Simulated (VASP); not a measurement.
```yaml
crystal:
  lattice:
    - [-2.64000, 2.64000, 2.64000]
    - [2.64000, -2.64000, 2.64000]
    - [2.64000, 2.64000, -2.64000]
  atoms:
    - { symbol: K, position: [0.00000, 0.00000, 0.00000] }
```

The numbers are results of PBE GGA, VASP's PBE PAW potentials (set 64) (plane waves; VASP 6.6.1), not measurements. Settings: 400 eV cut-off, Gaussian smearing of 0.050 eV, potentials K_sv.

Task: Give the energies of bands 5 to 7 at the high-symmetry points, in eV from the Fermi level.

Result: 
```csv
band,Γ,H,N,P
5,-2.19,1.64,0.41,1.43
6,4.26,1.64,0.65,1.43
7,4.26,3.44,3.13,1.43
```

It has no gap at this level: it comes out as a metal or semimetal.

The compound is K in the bcc structure. The cell was not relaxed at this level.
